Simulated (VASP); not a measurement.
VASP ran on this input.

File KPOINTS:
```
K-points
0
G
8 8 8
```

POSCAR:
```
Si
1.0
  0.0000000000   2.6623916589   2.6623916589
  2.6623916589   0.0000000000   2.6623916589
  2.6623916589   2.6623916589   0.0000000000
Si
2
Cartesian
  0.0000000000   0.0000000000   0.0000000000
  1.3311958294   1.3311958294   1.3311958294
```

### INCAR
```
EDIFF = 1E-7   ! SCF stop (eV)
ALGO = Normal
ISMEAR = 0   ! Gaussian
LWAVE = F
LCHARG = F
SIGMA = 0.05   ! width (eV)
LASPH = T   ! aspherical one-centre terms
NELM = 100
SYSTEM = Si
ENCUT = 520
PREC = Accurate
GGA = PS   ! PBEsol
ISIF = 2
LREAL = F   ! projection in real space or not
```

POTCAR, in this order: Si (PBE.64 set). Program: vasp_std.

Question: Translate this PBEsol calculation to Ansatz.

Answer: One equivalent input (not run):
Ansatz 0.2 input:
```yaml
crystal:
  lattice:
    - [0.0000000, 2.6623917, 2.6623917]
    - [2.6623917, 0.0000000, 2.6623917]
    - [2.6623917, 2.6623917, 0.0000000]
  atoms:
    - { symbol: Si, position: [0.0000000, 0.0000000, 0.0000000] }
    - { symbol: Si, position: [0.2500000, 0.2500000, 0.2500000] }
kpoints:
  mp_grid: { grid: [8, 8, 8] }
hamiltonian:
  xc: pbesol
  pseudopotentials: { kind: paw }
scf:
  occupations: { method: gaussian, width: 0.05 }
  max_iter: 100
output: { forces: true, stress: true, eigenvalues: true }
```
The two are equivalent in intent, not identical: each code has its own PAW files, so the cut-off isn't converted (ENCUT is set for VASP's; basis.ecutwfc is left out, and Ansatz then takes the one that its files recommend); Ansatz stops its SCF on the density residual and VASP on the energy change (EDIFF).

The compound is Si in the diamond structure. This cell is one point of a volume scan, at 0.94 of the reference volume.
